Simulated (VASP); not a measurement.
Input:

```yaml
crystal:
  lattice:
    - [1.63568, 0.94436, 5.90434]
    - [-1.63568, 0.94436, 5.90434]
    - [0.00000, -1.88872, 5.90434]
  atoms:
    - { symbol: Ta, position: [0.83336, 0.83336, 0.83336] }
    - { symbol: S, position: [0.41197, 0.41197, 0.41197] }
    - { symbol: S, position: [0.58767, 0.58767, 0.58767] }
```

The numbers are results of LDA (Ceperley-Alder, Perdew-Zunger), VASP's LDA PAW potentials (set 64) (plane waves; VASP), not measurements. Settings: 400 eV cut-off, Gaussian smearing of 0.050 eV, potentials Ta_pv S.

**Question.** Give the energies of bands 6 to 14 at the high-symmetry points, in eV from the Fermi level.

**Answer.** 
```csv
band,Γ,T,H2,L,S0,F
6,-6.51,-5.00,-5.20,-6.05,-5.20,-5.84
7,-2.37,-2.80,-4.83,-4.62,-4.84,-4.79
8,-2.37,-2.41,-4.03,-3.98,-4.07,-3.61
9,-1.24,-2.41,-3.52,-3.01,-3.54,-2.83
10,-1.24,-1.15,-2.87,-1.24,-2.76,-1.99
11,0.05,-1.15,-1.69,-0.94,-1.76,-1.29
12,0.54,1.75,0.72,-0.32,0.75,-0.24
13,3.32,3.35,2.60,3.91,2.57,3.84
14,3.32,3.35,4.09,4.12,4.11,4.13
```

It has no gap at this level: it comes out as a metal or semimetal.

The structure comes from a computed database's TaS2 entry (R3m); how it stands against other phases isn't given here. It was relaxed first, which changed the volume by -10 %. The electron count is odd and the run is not spin-polarised, which forces a metal.
